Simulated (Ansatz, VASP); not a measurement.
# ZrInBr3 in VASP and in Ansatz

```
Zr In Br
1.0
     5.55231    0.00000    0.00000
     0.00000    5.55231    0.00000
     0.00000    0.00000    5.55231
Zr In Br
1 1 3
Direct
  0.00000 0.00000 0.00000
  0.50000 0.50000 0.50000
  0.00000 0.50000 0.50000
  0.50000 0.00000 0.50000
  0.50000 0.50000 0.00000
```

Change from the starting cell: species swapped into the RbHgF3 type (Pm-3m, No. 221).

Alike in both runs: functional PBE; k mesh 4 × 4 × 4; occupations gaussian, width 0.1 eV; no spin polarisation.

Ansatz relaxed the structure, and its values are those at the end. VASP's run is a single point on that final structure, the one shown.

|  | VASP | Ansatz |
| --- | --- | --- |
| version | VASP 6.6.1 | Ansatz 0.2.0 |
| potentials or method | VASP PAW PBE potentials, release 64 (Zr_sv, In_d, Br) | scalar-relativistic, plane waves, PAW |
| plane-wave cutoff (eV) | 520 | 420 |
| valence electrons in the cell | 46 | 46 |

```tsv
	VASP	Ansatz	Ansatz less VASP
gap on the k mesh at the Fermi level (eV)	none	none	-
pressure (GPa)	0.1	0.1	+0.01
```

A gap of «none» marks a metal or a gap that the smearing closes.
